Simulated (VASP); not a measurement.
```xyz
3
Lattice="0.0000 3.3052 3.2603 3.2591 0.0000 3.2603 3.2591 3.3052 0.0000" Properties=species:S:1:pos:R:3 pbc="T T T"
Na     1.6295     1.6526     1.6302
Na     4.8886     4.9579     4.8905
S      0.0739     0.0000     0.0000
```

Computed with PBE GGA, VASP's PBE PAW potentials (set 64) (plane waves; VASP). Run with 400 eV cut-off, 4×4×4 Monkhorst-Pack mesh, Gaussian smearing of 0.050 eV, potentials Na_pv S.

Estimate the energy per atom (σ→0), largest force.

- energy per atom (σ→0): -3.322 eV/atom
- largest force: 0.207 eV/Å

The absolute energy has meaning only against runs of the same code, potentials and settings.

The compound is Na2S in the antifluorite structure. The cell was not relaxed at this level, atoms are displaced from their ideal sites. The run is one of a series of settings (KPOINTS 4×4×4 Monkhorst-Pack mesh against the base run), some of them coarse on purpose.
